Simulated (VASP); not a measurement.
Data:

```
AlRu
1.0
    2.92424     0.00000     0.00000
    0.00000     2.92424     0.00000
    0.00000     0.00000     2.92424
Al Ru
1 1
Cartesian
  1.46212   1.46212   1.46212
  0.00000   0.00000   0.00000
```

Calculation: r2SCAN meta-GGA, VASP's PBE PAW potentials (set 64) (plane waves; VASP). Run with 480 eV cut-off, 12×12×12 Γ-centred mesh, first-order Methfessel-Paxton smearing of 0.10 eV, potentials Al Ru_pv.

### Question
Predict the energy per atom (σ→0), pressure, band gap (on the k-mesh) with the smallest direct gap where there is one.

### Answer

```yaml
band gap (on the k-mesh): none (metal, semimetal or under 0.01 eV)
energy per atom (σ→0): -16.774 eV/atom
pressure: 14.89 GPa
```

The absolute energy has meaning only against runs of the same code, potentials and settings.

The compound is RuAl in the CsCl type structure. It was relaxed first under an external pressure of 15 GPa. The electron count is odd and the run is not spin-polarised, which forces a metal.
